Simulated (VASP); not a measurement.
**TiB₂ (relaxed from the CrSi2 structure, space group P6_222): computed properties**

Computed with PBEsol GGA, VASP's PBE PAW potentials (set 64) (plane waves; VASP).

For TiB2, the space group is P6_222 (180) and the cell is a = b = 4.1791 Å, c = 5.9044 Å, α = β = 90.00°, γ = 120.00°. The volume per atom is 9.92 Å³/atom and the band gap (over mesh and band path) comes out as none (metal, semimetal or under 0.01 eV). The density is 3.88 g/cm³.

```
CELL_PARAMETERS angstrom
      4.17910     0.00000     0.00000
     -2.08955     3.61921     0.00000
      0.00000     0.00000     5.90438
ATOMIC_POSITIONS crystal
  Ti 0.50000 0.00000 0.00000
  Ti 0.50000 0.50000 0.33333
  Ti 0.00000 0.50000 0.66667
  B  0.20444 0.40888 0.00000
  B  0.79556 0.20444 0.33333
  B  0.59112 0.79556 0.66667
  B  0.79556 0.59112 0.00000
  B  0.20444 0.79556 0.33333
  B  0.40888 0.20444 0.66667
```

The structure was generated: TiB2 was put into the CrSi2 type (P6_222), which need not be its known phase. It was relaxed first, which changed the volume by +6 %. Symmetry was kept, so distortions that lower it aren't found.
